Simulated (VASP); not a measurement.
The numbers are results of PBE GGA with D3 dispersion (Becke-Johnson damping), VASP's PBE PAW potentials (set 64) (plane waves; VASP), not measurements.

A VASP calculation is set up with these files.

POSCAR:
```
PtS2 monolayer
1
    3.5354541271    -0.0000000000     0.0000000000
   -1.7677270636     3.0617931665     0.0000000000
    0.0000000000     0.0000000000    18.3655376891
S Pt
2 1
Direct
  0.6666670000   0.3333330000   0.4324313536
  0.3333330000   0.6666670000   0.5675686464
  0.0000000000   1.0000000000   0.5000000000
```

INCAR:
```
SYSTEM=PtS2 monolayer
PREC=Accurate; ENCUT=400; LREAL=.FALSE.
LASPH=.TRUE.
EDIFF=1E-6; NELM=100; ALGO=Normal
LMAXMIX=6
ISMEAR=0; SIGMA=0.05
GGA=PE; IVDW=12
IBRION=2; NSW=60; ISIF=4
EDIFFG=-0.02
LWAVE=.FALSE.; LCHARG=.FALSE.
```

File KPOINTS:
```
kpoints
0
Gamma
7 7 1
0 0 0
```

POTCAR, in this order: S Pt (PBE.64 set). Program: vasp_std.

The run wrote:

### OSZICAR
```
       N       E                     dE             d eps       ncg     rms          rms(c)
DAV:   1     0.151313028844E+03    0.15131E+03   -0.70978E+03   240   0.902E+02
DAV:   2    -0.606428130923E+00   -0.15192E+03   -0.14423E+03   357   0.190E+02
DAV:   3    -0.163001756588E+02   -0.15694E+02   -0.14554E+02   324   0.714E+01
DAV:   4    -0.168115906976E+02   -0.51142E+00   -0.51064E+00   304   0.129E+01
DAV:   5    -0.168247061612E+02   -0.13115E-01   -0.13113E-01   340   0.197E+00    0.181E+01
DAV:   6    -0.156850488521E+02    0.11397E+01   -0.80491E+00   296   0.287E+01    0.118E+01
DAV:   7    -0.154933574299E+02    0.19169E+00   -0.17765E+00   282   0.146E+01    0.488E+00
DAV:   8    -0.154560832111E+02    0.37274E-01   -0.11205E-01   310   0.326E+00    0.107E+00
DAV:   9    -0.154509569142E+02    0.51263E-02   -0.25407E-02   296   0.165E+00    0.249E-01
DAV:  10    -0.154512849581E+02   -0.32804E-03   -0.25279E-03   324   0.426E-01    0.150E-01
DAV:  11    -0.154513395319E+02   -0.54574E-04   -0.14973E-04   303   0.134E-01    0.606E-02
DAV:  12    -0.154513414321E+02   -0.19002E-05   -0.36926E-05   310   0.621E-02    0.182E-02
DAV:  13    -0.154513435648E+02   -0.21327E-05   -0.95111E-06   331   0.275E-02    0.597E-03
DAV:  14    -0.154513448008E+02   -0.12360E-05   -0.34053E-07   218   0.466E-03    0.287E-03
DAV:  15    -0.154513462082E+02   -0.14074E-05   -0.23725E-07   211   0.305E-03    0.109E-03
DAV:  16    -0.154513470618E+02   -0.85356E-06   -0.59505E-08   211   0.228E-03
   1 F= -.16283311E+02 E0= -.16283311E+02  d E =-.162833E+02
```

OUTCAR:
```
------------------------ aborting loop because EDIFF is reached ----------------------------------------
 Edisp (eV)   -0.83196
  FORCE on cell =-STRESS in cart. coord.  units (eV):
  Direction    XX          YY          ZZ          XY          YZ          ZX
  --------------------------------------------------------------------------------------
  Total       0.05005     0.05005     0.01061    -0.00000    -0.00000    -0.00000
  in kB       0.40333     0.40333     0.08550    -0.00000    -0.00000    -0.00000
  external pressure =        0.30 kB  Pullay stress =        0.00 kB
  volume of cell :      198.80
      direct lattice vectors                 reciprocal lattice vectors
     3.535454127  0.000000000  0.000000000     0.282849095  0.163302997  0.000000000
    -1.767727064  3.061793167  0.000000000     0.000000000  0.326605994  0.000000000
     0.000000000  0.000000000 18.365537689     0.000000000  0.000000000  0.054449808
 POSITION                                       TOTAL-FORCE (eV/Angst)
 -----------------------------------------------------------------------------------
      1.76773      1.02060      7.94183        -0.000000      0.000000     -0.016229
     -0.00000      2.04120     10.42370         0.000000     -0.000000      0.016229
      0.00000      0.00000      9.18277         0.000000      0.000000      0.000000
 -----------------------------------------------------------------------------------
    total drift:                                0.000000     -0.000000      0.000000
  FREE ENERGIE OF THE ION-ELECTRON SYSTEM (eV)
  ---------------------------------------------------
  free  energy   TOTEN  =       -16.2833108232 eV

  energy  without entropy=      -16.2833108232  energy(sigma->0) =      -16.28331082

 reached required accuracy - stopping structural energy minimisation
```
(Selected blocks of OUTCAR.)

The cell holds a wide vacuum, so values per volume refer to the whole cell.

The cell is a sheet with vacuum, built from a generated structure.
